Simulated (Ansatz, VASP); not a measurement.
# KTaO3 in two plane-wave programs

Wanted: the spread between two codes on one cell, functional and k mesh. The cell is taken from a series of runs on this material, whose earlier steps may have relaxed, scaled, displaced or heated it; both programs get it as it stands.

Method: plane waves, with VASP 6.6.1 beside it; zone-centre phonons at LDA, in Ansatz 0.2.0.

## (1) The structure

The structure is cubic, space group Pm-3m (No. 221). Conventional cell: a = 3.925 Å, b = 3.925 Å, c = 3.925 Å, α = 90.00°, β = 90.00°, γ = 90.00°. Nearest to O lie 2 Ta at 1.96 Å and 4 K at 2.78 Å. Nearest to K lie 12 O at 2.78 Å. Nearest to Ta lie 6 O at 1.96 Å. Farther neighbours and most contacts between anions are not listed.

## (2) Ansatz: zone-centre phonons, LDA

Ansatz runs on its PAW soft_1 files.

Second derivatives magnify differences that forces hide, and they need a tight electronic threshold.

input.yaml

```yaml
crystal:
  lattice:
    - [3.9248364359, 0.0, 0.0]
    - [0.0, 3.9248364359, 0.0]
    - [0.0, 0.0, 3.9248364359]
  atoms:
    - { symbol: O, position: [0.5, 0.0, 0.0] }
    - { symbol: O, position: [0.0, 0.5, 0.0] }
    - { symbol: O, position: [0.0, 0.0, 0.5] }
    - { symbol: K, position: [0.5, 0.5, 0.5] }
    - { symbol: Ta, position: [0.0, 0.0, 0.0] }
kpoints:
  mp_grid: { grid: [8, 8, 8] }
hamiltonian:
  xc: lda
  pseudopotentials: { kind: paw, azcp: { folder: soft_1 }, xc_functional: pbe }
scf:
  occupations: { method: fixed }
output:
  eigenvalues: true
phonons:
  method: dfpt
  dielectric: true
  rigid_motions: translations
```

Run with:

```bash
$ ansatz run input.yaml --threads 8 --pin off --max-ram 16384MiB --backend cpu --events-out ev --progress --plain --runs-dir out
```

Numbers of over 12 decimals in the logs are rounded to 6 here.

Output:

```text
Engine: ansatz 0.2.0, aarch64-unknown-linux-gnu
Pseudopotentials: kind: paw
Pseudopotential: O, paw, valence charge 6, recommended cutoff 420 eV (normal), soft_1/O.paw.azcp
Pseudopotential: K, paw, valence charge 9, recommended cutoff 420 eV (normal), soft_1/K.paw.azcp
Pseudopotential: Ta, paw, valence charge 13, recommended cutoff 420 eV (normal), soft_1/Ta.paw.azcp
Functional definition: SPW92
  exchange = slater_x
  correlation = pw_c
Crystal: 5 atoms, lattice volume = 60.460 Å³
Basis set: ecut = 420 eV, 1213 PW (Γ), exchange–correlation on 54×54×54 points (8 copies of the dense FFT grid, shifted against one another)
Bands: 25, of which v1, the nominal top of the filled ones, is band 20 counted from 1 (19 counted from 0)
Symmetry: 48 space group operations
k-points: 170 of 512 (irreducible under 2 space group operations, time reversal used)
Non-local potential: O, projectors of the file, l = 0: 2, l = 1: 2, l = 2: 1
Non-local potential: K, projectors of the file, l = 0: 3, l = 1: 2, l = 2: 2
Non-local potential: Ta, projectors of the file, l = 0: 3, l = 1: 2, l = 2: 2, l = 3: 1
PAW form: soft (Blöchl's): semilocal exchange-correlation on the pseudo side does not see the compensation charge
PAW frozen core: O, regenerated for the run's functional, and the local potential with it (the file was generated under x = pbe(κ = 0.804, μ = 0.219515), c = pbe(β = 0.066725))
PAW frozen core: K, regenerated for the run's functional, and the local potential with it (the file was generated under x = pbe(κ = 0.804, μ = 0.219515), c = pbe(β = 0.066725))
PAW frozen core: Ta, regenerated for the run's functional, and the local potential with it (the file was generated under x = pbe(κ = 0.804, μ = 0.219515), c = pbe(β = 0.066725))
PAW one-centre angular grid: O, 110 points (default); XC on 64 Gauss nodes
PAW one-centre angular grid: K, 110 points (default); XC on 64 Gauss nodes
PAW one-centre angular grid: Ta, 590 points (default); XC on 64 Gauss nodes
Initial density: superposition of atomic densities (chi_scale 0.1, normalization cell, long waves kept (reshape's long-wave potential 0.00 eV rms))
Initial wavefunctions: pseudopotential atomic-orbital guess
Functional: x = slater, c = lda
SCF iter   1: F=—  HF=-12852.289891 eV  |F-HF|=—  |Δ(HF+E_count)|=         —  Δρ=5.58e-2  dr2=1.61e0  ethr=3.10e-3  ⟨swp⟩=4.3  Hψ=18097  notcnv=0  defer=453
preconditioner: auto → Resta (q_TF=auto, 2.547 Å⁻¹)  ε∞=4.5  [insulator: Δε(μ)=2.533 eV  Ē_g=13.919 eV  n_scr=18 (ndim 8)  ℏωp=26.2 eV  f_vac=0.000  ε∞_Penn≈4.5]
SCF iter   2: F=—  HF=-12851.927382 eV  |F-HF|=—  |Δ(HF+E_count)|=   3.63e-1  Δρ=2.88e-2  dr2=4.24e-1  ethr=3.10e-3  ⟨swp⟩=2.0  Hψ=7038  notcnv=0  defer=436
SCF iter   3: F=—  HF=-12851.812056 eV  |F-HF|=—  |Δ(HF+E_count)|=   1.15e-1  Δρ=7.48e-3  dr2=2.97e-2  ethr=1.06e-3  ⟨swp⟩=2.0  Hψ=7241  notcnv=0  defer=420
SCF iter   4: F=—  HF=-12851.807601 eV  |F-HF|=—  |Δ(HF+E_count)|=   4.45e-3  Δρ=4.60e-3  dr2=1.07e-2  ethr=7.43e-5  ⟨swp⟩=2.2  Hψ=7200  notcnv=0  defer=474
SCF iter   5: F=—  HF=-12851.805117 eV  |F-HF|=—  |Δ(HF+E_count)|=   2.48e-3  Δρ=7.23e-4  dr2=3.24e-4  ethr=2.67e-5  ⟨swp⟩=2.0  Hψ=6149  notcnv=0  defer=490
SCF iter   6: F=—  HF=-12851.805070 eV  |F-HF|=—  |Δ(HF+E_count)|=   4.71e-5  Δρ=9.73e-5  dr2=6.01e-6  ethr=8.11e-7  ⟨swp⟩=2.3  Hψ=6478  notcnv=0  defer=395
SCF iter   7: F=—  HF=-12851.805071 eV  |F-HF|=—  |Δ(HF+E_count)|=   4.36e-7  Δρ=9.46e-6  dr2=4.24e-8  ethr=1.50e-8  ⟨swp⟩=2.1  Hψ=6271  notcnv=0  defer=302
SCF iter   8: F=—  HF=-12851.805070 eV  |F-HF|=—  |Δ(HF+E_count)|=   1.01e-6  Δρ=1.28e-6  dr2=7.39e-10  ethr=1.06e-10  ⟨swp⟩=2.6  Hψ=7111  notcnv=0  defer=239
SCF iter   9: F=-12851.805070 eV  HF=-12851.805070 eV  |F-HF|=1.09e-11  |Δ(HF+E_count)|=  1.71e-10  Δρ=1.77e-7  dr2=1.38e-11  ethr=1.00e-12  ⟨swp⟩=12.7  Hψ=26775  notcnv=0
SCF 1 converged in 9 iterations: F = -12851.805070 eV  dr2 = 1.38e-11
  greatest PAW one-centre occupation: 0.999 electrons in one spin orbital (limit 2), on the Ta atom at site 4 (counted from 0), in its partial waves of l = 0
DFPT response loops at Γ: preconditioner auto → none (the input reference at scf.mixing.eps_inf says where Resta's filter doesn't serve); β = 0.50; Broyden in place of MSR1
── the response to a field inside a basis, on 8×8×8 k-points: an SCF that follows is theirs, and a resumed run solves both again ──
Bands: 21, of which v1, the nominal top of the filled ones, is band 20 counted from 1 (19 counted from 0)
k-points: 20 of 512
Initial density: handed on by an earlier stage of this run
Initial wavefunctions: pseudopotential atomic-orbital guess (no wavefunctions were taken with the density)
Eigensolver: Dense (20 Hₖ)
SCF iter   1: F=—  HF=-12851.805070 eV  |F-HF|=—  |Δ(HF+E_count)|=         —  Δρ=4.67e-4  dr2=2.27e-5  ethr=1.00e-1
preconditioner: auto → Resta (q_TF=auto, 2.547 Å⁻¹)  ε∞=5.8  [insulator: Δε(μ)=2.474 eV  Ē_g=12.393 eV  n_scr=18 (ndim 8)  ℏωp=27.0 eV  f_vac=0.007  ε∞_Penn≈5.8]
SCF iter   2: F=—  HF=-12851.805063 eV  |F-HF|=—  |Δ(HF+E_count)|=   6.65e-6  Δρ=2.06e-4  dr2=6.74e-6  ethr=5.69e-8
SCF iter   3: F=—  HF=-12851.805061 eV  |F-HF|=—  |Δ(HF+E_count)|=   1.39e-6  Δρ=8.64e-5  dr2=7.68e-7  ethr=1.69e-8
SCF iter   4: F=-12851.805061 eV  HF=-12851.805061 eV  |F-HF|=1.38e-8  |Δ(HF+E_count)|=   1.97e-7  Δρ=5.04e-6  dr2=2.00e-8  ethr=1.92e-9
SCF 1 converged in 4 iterations: F = -12851.805061 eV  dr2 = 2.00e-8
DFPT response loops at Γ: mixed as the last ones told, above
SCF converged after 9 iterations
Free energy (F): -12851.805070 eV
Harris-Foulkes:  -12851.805070 eV  (|F-HF|=1.09e-11)
Internal energy: -12851.805070 eV  (E = F + TS)
E sigma→0 (E₀):  -12851.805070 eV
Fermi energy:    9.012865 eV
--- Per-component energies (eV) ---
  E_band       = -239.192486
  E_kinetic    = 1151.140747
  E_local      = -2160.712231  (includes V_loc(G=0)·N_el)
  E_nonlocal   = 175.499067
  E_hartree    = 769.370944
  E_xc         = -663.721686
  E_vxc        = -670.675215  (∫ρ·V_xc dr)
  E_paw        = -9257.234003  (= ΣΔE_a)
  E_vpaw       = -273.189206  (= ΣTr[D̂ρ^β])
  E_aug_tail   = 0.002490  (compensation charges beyond the density's cutoff)
  E_ewald      = -2866.957659
  E_core_change = 0.807262  (= ΣΔE_core)
  E_smearing   = -0.000000  (= −TS)
  E_closure    = -0.000000  (closes the sum)
  Σ components = -12851.805070   (vs F -12851.805070, Δ=0.00e0)
--- Band table (eV; the first three rows and the last of 170) ---
  k-point 0: bands = [... 16 lower, 7.8600, 8.4134, 8.4134, 8.4134, 11.1916, 11.1916, 11.1916, 15.7789, ... 1 higher]
  k-point 1: bands = [... 16 lower, 7.7756, 7.9216, 8.3266, 8.3266, 11.2180, 11.7200, 11.7200, 16.0713, ... 1 higher]
  k-point 2: bands = [... 16 lower, 7.2514, 7.5815, 8.2407, 8.2407, 11.2832, 12.8192, 12.8192, 16.4464, ... 1 higher]
  k-point 169: bands = [... 16 lower, 4.9341, 9.0129, 9.0129, 9.0129, 15.8899, 15.8899, 15.8899, 17.8838, ... 1 higher]
--- Phonons (Γ-DFPT): 4 representative perturbations + reference, on 170 of 512 k-points (Σ response iterations 12) ---
  k mesh reduced under 2 symmetry operations, with k and −k counted as one. Each operation leaves every solved perturbation unchanged. A smaller set is not considered because the run solves the response to a homogeneous field
  ASR residual: 1.319e-4 → 0.000e0 eV/Å²; symmetrization residual: 4.477e-6 eV/Å²
  ASR residual per site (eV/Å²): 6.68e-5 6.68e-5 6.68e-5 1.32e-4 1.13e-4
  Γ frequencies (cm⁻¹): 0.00 0.00 0.00 121.18 121.18 121.18 189.92 189.92 189.92 239.89 239.89 239.89 586.26 586.26 586.26
  ε∞ (high-frequency dielectric tensor):
        5.397270    -0.000000     0.000000
       -0.000000     5.397270     0.000000
        0.000000     0.000000     5.397270
  ε⁰ (static dielectric tensor: ions relaxed, cell fixed):
      107.920872     0.000000     0.000000
        0.000000   107.920872     0.000000
        0.000000     0.000000   107.920872
  ε⁰ − ε∞ (ionic part):
      102.523603     0.000000     0.000000
        0.000000   102.523603     0.000000
        0.000000     0.000000   102.523603
  softest optical mode at Γ: 121.18 cm⁻¹; the repairs (sum rule, projections) moved no ω² at Γ by more than (1.51 cm⁻¹)²
  Born effective charges Z* (e; rows j = field, columns β = displacement):
    site 0:
        -6.46628   -0.00000    0.00000
        -0.00000   -1.69070   -0.00000
         0.00000   -0.00000   -1.69070
    site 1:
        -1.69070    0.00000    0.00000
         0.00000   -6.46628    0.00000
         0.00000   -0.00000   -1.69070
    site 2:
        -1.69070    0.00000    0.00000
        -0.00000   -1.69070    0.00000
         0.00000   -0.00000   -6.46628
    site 3:
         1.15419   -0.00000    0.00000
        -0.00000    1.15419    0.00000
         0.00000   -0.00000    1.15419
    site 4:
         8.69348    0.00000    0.00000
        -0.00000    8.69348    0.00000
         0.00000    0.00000    8.69348
  Z* charge neutrality: 1.770e-3 e pre-enforcement
  solved inside a basis spanned on kpoints, on 8×8×8 k-points, its susceptibility summed on 12×12×12: ε∞ is read to err by 1.5e-2, Z* by 3.9e-2 e (field_mesh: kpoints solves on kpoints); Z* is corrected for what the basis lacks
  optical modes at Γ without the LO–TO term, one row a degenerate level:
      ω (cm⁻¹)  modes    IR ((D/Å)²/amu)
[...]
optical modes at Γ + LO–TO along q̂ = [1.0000, 0.0000, 0.0000]:
      ω (cm⁻¹)  modes    IR ((D/Å)²/amu)
[...]
optical modes at Γ + LO–TO along q̂ = [0.0000, 1.0000, 0.0000]:
      ω (cm⁻¹)  modes    IR ((D/Å)²/amu)
[...]
849.99      1            71.9830
  optical modes at Γ + LO–TO along q̂ = [0.0000, 0.0000, 1.0000]:
      ω (cm⁻¹)  modes    IR ((D/Å)²/amu)
        121.18      2            76.7284
        179.90      1             0.0367
        189.92      2            14.1639
        239.89      3             0.0000
        394.59      1             6.9408
        586.26      2            67.0287
        849.99      1            71.9830
```

In the SCF lines HF is the Harris–Foulkes energy and dr2 the Hartree energy of the density residual, in eV; the loop may stop once dr2 is under the threshold and the program's other checks hold. Hψ counts applications of the Hamiltonian.

[end of part 1 of 3]

[Lines on the potential files, build, host, timing and source positions are cut from VASP's logs without a mark.]

[Logs are printed without paths, hosts, clocks, repeated set-up lines and the standing remarks that a program may print on its own settings, such as how far it seeks lower states.]

[Hosts, paths, dates, database ids (printed as entryN), source tags and the programs' standing remarks are cut or masked in the printed files.]
